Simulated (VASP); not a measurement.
Four VASP jobs (plane waves, PAW):

A. VN (relaxed from the rock salt structure, space group Fm-3m), 2 atoms, PBE, static run, 520 eV, 17×17×17 Γ-centred mesh
B. BN (space group F-43m), 2 atoms, PBEsol, static run, 520 eV, 14×14×14 Γ-centred mesh
C. Pt$_{3}$Ti (L1_2), 4 atoms, SCAN, static run, 520 eV, 8×8×8 Γ-centred mesh
D. Fe$_{2}$O$_{3}$ (corundum), 10 atoms, PBE+U, optics run with many empty bands, 520 eV, 7×7×7 Γ-centred mesh

The timings are rough (shared machines, no repeats); factors under 2 mean little.

Problem. Order them by core time, cheapest first.

Solution. B (20 core-seconds), A (60 core-seconds), C (9 core-minutes), D (40 core-minutes)
